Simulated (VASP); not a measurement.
These are PBEsol GGA, VASP's PBE PAW potentials (set 64) (plane waves; VASP 6.6.1) values and carry that method's errors.

VASP input:

File POSCAR:
```
SrVO3
1
    3.7843200000     0.0000000000     0.0000000000
    0.0000000000     3.7843200000     0.0000000000
    0.0000000000     0.0000000000     3.7843200000
Sr V O
1 1 3
Direct
  0.0000000000   0.0000000000   0.0000000000
  0.5000000000   0.5000000000   0.5000000000
  0.5000000000   0.0000000000   0.5000000000
  0.0000000000   0.5000000000   0.5000000000
  0.5000000000   0.5000000000   0.0000000000
```

INCAR:
```
LASPH=T   ! aspherical one-centre terms
ENCUT=400
SYSTEM=SrVO3
PREC=Accurate
LCHARG=F
EDIFF=1E-6   ! SCF stop (eV)
LWAVE=F
NELM=100
LMAXMIX=4
LREAL=F   ! projection in real space or not
SIGMA=0.1
ALGO=Normal
ISIF=2   ! forces and stress, cell fixed
ISMEAR=-1   ! Fermi-Dirac
GGA=PS   ! PBEsol
```

File KPOINTS:
```
Regular mesh
0
Gamma
  9 9 9
```

POTCAR, in this order: Sr_sv V_sv O (PBE.64 set). Program: vasp_std.

Output

### OSZICAR
```
       N       E                     dE             d eps       ncg     rms          rms(c)
DAV:   1     0.385594227273E+03    0.38559E+03   -0.20963E+04  1688   0.148E+03
DAV:   2    -0.297915408086E+02   -0.41539E+03   -0.41114E+03  2184   0.442E+02
DAV:   3    -0.504963914628E+02   -0.20705E+02   -0.20550E+02  1784   0.110E+02
DAV:   4    -0.511062999258E+02   -0.60991E+00   -0.60916E+00  2952   0.166E+01
DAV:   5    -0.511121080844E+02   -0.58082E-02   -0.57954E-02  1960   0.123E+00    0.435E+01
DAV:   6    -0.427616649838E+02    0.83504E+01   -0.85042E+01  2312   0.740E+01    0.190E+01
DAV:   7    -0.420055331402E+02    0.75613E+00   -0.24966E+01  1952   0.457E+01    0.190E+01
DAV:   8    -0.414467608320E+02    0.55877E+00   -0.40462E+00  1856   0.192E+01    0.207E+00
DAV:   9    -0.414420017433E+02    0.47591E-02   -0.18077E-01  2096   0.320E+00    0.119E+00
DAV:  10    -0.414376611563E+02    0.43406E-02   -0.44509E-02  1936   0.208E+00    0.283E-01
DAV:  11    -0.414372655799E+02    0.39558E-03   -0.39044E-03  1904   0.508E-01    0.104E-01
DAV:  12    -0.414372909761E+02   -0.25396E-04   -0.15500E-04  2152   0.102E-01    0.857E-02
DAV:  13    -0.414372586761E+02    0.32300E-04   -0.20282E-04  1944   0.135E-01    0.154E-02
DAV:  14    -0.414372600332E+02   -0.13571E-05   -0.93262E-06  2200   0.205E-02    0.116E-02
DAV:  15    -0.414372592450E+02    0.78827E-06   -0.32968E-06  1520   0.137E-02
   1 F= -.41437259E+02 E0= -.41406447E+02  d E =-.616248E-01
```

OUTCAR:
```
------------------------ aborting loop because EDIFF is reached ----------------------------------------
  FORCE on cell =-STRESS in cart. coord.  units (eV):
  Direction    XX          YY          ZZ          XY          YZ          ZX
  --------------------------------------------------------------------------------------
  Total       -0.1874507     -0.1874507     -0.1874507      0.0000000      0.0000000     -0.0000000
  in kB       -5.5415868     -5.5415868     -5.5415868      0.0000000      0.0000000     -0.0000000
  external PRESSURE =      -5.5415868 kB  Pullay stress =       0.0000000 kB
  volume of cell :       54.20
      direct lattice vectors                 reciprocal lattice vectors
     3.784320000  0.000000000  0.000000000     0.264248267  0.000000000  0.000000000
     0.000000000  3.784320000  0.000000000     0.000000000  0.264248267  0.000000000
     0.000000000  0.000000000  3.784320000     0.000000000  0.000000000  0.264248267
 POSITION                                       TOTAL-FORCE (eV/Angst)
 -----------------------------------------------------------------------------------
      0.00000      0.00000      0.00000         0.000000      0.000000      0.000000
      1.89216      1.89216      1.89216         0.000000      0.000000      0.000000
      1.89216      0.00000      1.89216         0.000000      0.000000      0.000000
      0.00000      1.89216      1.89216         0.000000      0.000000      0.000000
      1.89216      1.89216      0.00000         0.000000      0.000000      0.000000
 -----------------------------------------------------------------------------------
    total drift:                                0.000000      0.000000      0.000000
  FREE ENERGIE OF THE ION-ELECTRON SYSTEM (eV)
  ---------------------------------------------------
  free  energy   TOTEN  =       -41.4372592450 eV

  energy  without entropy=      -41.3756344280  energy(sigma->0) =      -41.40644684
```
(Selected blocks of OUTCAR.)

At this cut-off the stress carries a Pulay error, which pulls relaxed volumes low.

The structure is a typed SrVO3 crystal (Pm-3m). The cell was not relaxed at this level. The run is one of a series of settings (GGA = PS against the base run), some of them coarse on purpose. The run is not spin-polarised, so no magnetic state was tried. The electron count is odd and the run is not spin-polarised, which forces a metal.
